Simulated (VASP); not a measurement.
Data:

```
NaH
1.0
    0.00000     2.34135     2.34135
    2.34135     0.00000     2.34135
    2.34135     2.34135     0.00000
Na H
1 1
Direct
  0.00000   0.00000   0.00000
  0.50000   0.50000   0.50000
```

Computed with PBE0 hybrid, VASP's PBE PAW potentials (set 64) (plane waves; VASP). Settings: 520 eV cut-off, 8×8×8 Γ-centred mesh, Gaussian smearing of 0.050 eV, potentials Na_pv H.

Q: Estimate the energy per atom (σ→0), pressure, band gap (on the k-mesh) with the smallest direct gap where there is one.

A: 
```yaml
band gap (on the k-mesh): 5.72 eV
smallest direct gap (on the k-mesh): 6.74 eV
energy per atom (σ→0): -3.049 eV/atom
pressure: 2.21 GPa
```

Total energies compare only between runs with the same potentials, cut-off and functional.

The compound is NaH in the rock salt structure. This cell is one point of a volume scan, at 0.91 of the reference volume. The cell's shape comes from a PBE relaxation.
